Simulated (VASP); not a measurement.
Energy against volume of GaSb (zinc blende). Method: PBE GGA with D3 dispersion (zero damping), VASP's PBE PAW potentials (set 64) (plane waves; VASP 6.6.1). Run with 520 eV cut-off, 10×10×10 Γ-centred mesh, first-order Methfessel-Paxton smearing of 0.10 eV, potentials Ga_d Sb.

| V (Å³/atom) | E (eV/atom) |
|---|---|
| 28.529 | -3.90043 |
| 29.412 | -3.90442 |
| 30.294 | -3.90033 |
| 31.177 | -3.88944 |

Task: Fit these four points and predict the energy of the run at 27.647 Å³/atom.

Result: A cubic in V^(−2/3), the third-order Birch-Murnaghan form, passes through the four points with V0 = 29.38 Å³/atom and B0 = 49 GPa, and gives -3.8868 eV/atom there. The run gave -3.8871 eV/atom, -0.3 meV/atom from the fit; all five points give B0 = 49 GPa.

The compound is GaSb in the zinc blende structure. It was relaxed first.
